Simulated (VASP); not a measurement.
An input for Quantum ESPRESSO's pw.x (written as the equivalent of a VASP run, and not itself run):

```
&CONTROL
  calculation = 'relax'
  pseudo_dir = './pseudo'
  outdir = './out'
  tprnfor = .true.
  tstress = .true.
  nstep = 30
  forc_conv_thr = 3.9e-05
/
&SYSTEM
  ibrav = 0
  nat = 1
  ntyp = 1
  ecutwfc = 56
  occupations = 'smearing'
  smearing = 'methfessel-paxton'
  degauss = 0.00735
  input_dft = 'pz'
/
&ELECTRONS
  conv_thr = 7.3e-10
  electron_maxstep = 100
/
&IONS
/
ATOMIC_SPECIES
  Pb 207.200 Pb.upf
CELL_PARAMETERS angstrom
    -0.0000000    2.4444871    2.4444871
     2.4444871    0.0000000    2.4444871
     2.4444871    2.4444871   -0.0000000
ATOMIC_POSITIONS crystal
  Pb   0.0000000  0.0000000  0.0000000
K_POINTS automatic
  12 12 12 0 0 0
```

**Question.** Translate this input to VASP (INCAR, KPOINTS, POSCAR, choice of POTCAR).

**Answer.** One answer among several that fit: 
File POSCAR:
```
Pb
1
   -0.0000000000     2.4444870762     2.4444870762
    2.4444870762     0.0000000000     2.4444870762
    2.4444870762     2.4444870762    -0.0000000000
Pb
1
Direct
  0.0000000000   0.0000000000   0.0000000000
```

INCAR:
```
! general
SYSTEM   =  Pb
PREC     =  Accurate
ENCUT    =  400
LREAL    =  .FALSE.   ! projection in real space or not
LASPH    =  .TRUE.   ! aspherical one-centre terms

! electronic loop
EDIFF    =  1E-8
NELM     =  100
ALGO     =  Normal   ! blocked Davidson
LMAXMIX  =  4

! smearing
ISMEAR   =  1   ! Methfessel-Paxton
SIGMA    =  0.1

! ions
IBRION   =  1   ! quasi-Newton
NSW      =  30   ! most ionic steps
ISIF     =  2   ! forces and stress, cell fixed
EDIFFG   =  -0.001

! output
LWAVE    =  .FALSE.
LCHARG   =  .FALSE.
```

### KPOINTS
```
Automatic mesh
0
G
12 12 12
0 0 0
```

POTCAR, in this order: Pb_d (LDA.64 set). Program: vasp_std.

What does not carry over: the potentials are each code's own (VASP's PAW set, PseudoDojo norm-conserving files in pw.x), so ENCUT and ecutwfc are chosen apart and not converted; conv_thr bounds pw.x's estimated SCF error, while EDIFF bounds the energy change between steps; forc_conv_thr acts on force components and is met together with etot_conv_thr.

The compound is Pb in the fcc structure. It was relaxed first. The start is the result of an earlier pass.
